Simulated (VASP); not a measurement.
Given:

```
WTe2
1.0
    3.56155     0.00000     0.00000
   -1.78077     3.08439     0.00000
    0.00000     0.00000    14.84723
Te W
4 2
Direct
  0.33333   0.66667   0.87082
  0.66667   0.33333   0.12918
  0.66667   0.33333   0.37082
  0.33333   0.66667   0.62918
  0.33333   0.66667   0.25000
  0.66667   0.33333   0.75000
```

Calculation: LDA (Ceperley-Alder, Perdew-Zunger), VASP's LDA PAW potentials (set 64) (plane waves; VASP). Numerical set-up: 300 eV cut-off, 5×5×2 Γ-centred mesh, Gaussian smearing of 0.010 eV, potentials Te W_sv.

Unless said otherwise, spin-orbit coupling is left out, though it shifts the bands of the heavy elements here.

Task: Give the energies of bands 17 to 30 at the high-symmetry points, in eV from the valence-band maximum.

Result: 
| band | Γ | M | K | A | L | H |
|---|---|---|---|---|---|---|
| 17 | -1.94 | -3.84 | -4.15 | -1.94 | -3.62 | -4.07 |
| 18 | -1.94 | -3.42 | -4.00 | -1.94 | -3.62 | -4.07 |
| 19 | -1.94 | -2.56 | -3.21 | -1.94 | -2.54 | -3.42 |
| 20 | -1.02 | -2.52 | -3.21 | -1.94 | -2.54 | -3.42 |
| 21 | -1.02 | -1.81 | -3.21 | -1.01 | -1.80 | -2.96 |
| 22 | -1.00 | -1.76 | -3.21 | -1.01 | -1.80 | -2.96 |
| 23 | -1.00 | -1.02 | -1.83 | -1.01 | -0.99 | -1.89 |
| 24 | -0.87 | -0.97 | -1.83 | -1.01 | -0.99 | -1.89 |
| 25 | -0.83 | -0.67 | -0.15 | -0.21 | -0.61 | -0.09 |
| 26 | -0.05 | -0.55 | 0.00 | -0.21 | -0.61 | -0.09 |
| 27 | 2.97 | 1.60 | 0.94 | 2.99 | 1.61 | 0.94 |
| 28 | 2.97 | 1.62 | 0.94 | 2.99 | 1.61 | 0.94 |
| 29 | 3.02 | 1.86 | 1.69 | 2.99 | 1.94 | 2.02 |
| 30 | 3.02 | 1.99 | 2.43 | 2.99 | 1.94 | 2.02 |

The gap is direct, 0.94 eV, from the valence maximum at K to the conduction minimum at K.

The structure comes from a computed database's Te2W entry (P6_3/mmc); how it stands against other phases isn't given here. The cell was not relaxed at this level.
